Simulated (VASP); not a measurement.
Data:

```yaml
crystal:
  lattice:
    - [5.24097, 0.00000, 0.00000]
    - [0.00000, 6.03321, 0.00000]
    - [0.00000, 0.00000, 3.30997]
  atoms:
    - { symbol: Ti, position: [0.50000, 0.50000, 0.50000] }
    - { symbol: Ti, position: [0.00000, 0.00000, 0.00000] }
    - { symbol: S, position: [0.73467, 0.15302, 0.50000] }
    - { symbol: S, position: [0.26533, 0.84698, 0.50000] }
    - { symbol: S, position: [0.23467, 0.34698, 0.00000] }
    - { symbol: S, position: [0.76533, 0.65302, 0.00000] }
```

Method: LDA (Ceperley-Alder, Perdew-Zunger), VASP's LDA PAW potentials (set 64) (plane waves; VASP 6.6.1). Numerical set-up: 400 eV cut-off, Gaussian smearing of 0.050 eV, potentials Ti_sv S.

Problem. What does the run give for the band gap (along the path) with the smallest direct gap where there is one?

Solution. 
The band gap (along the path) comes out as none (metal, semimetal or under 0.01 eV).

The structure comes from a computed database's TiS2 entry (Pnnm); how it stands against other phases isn't given here. It was relaxed first, which changed the volume by -8 %.
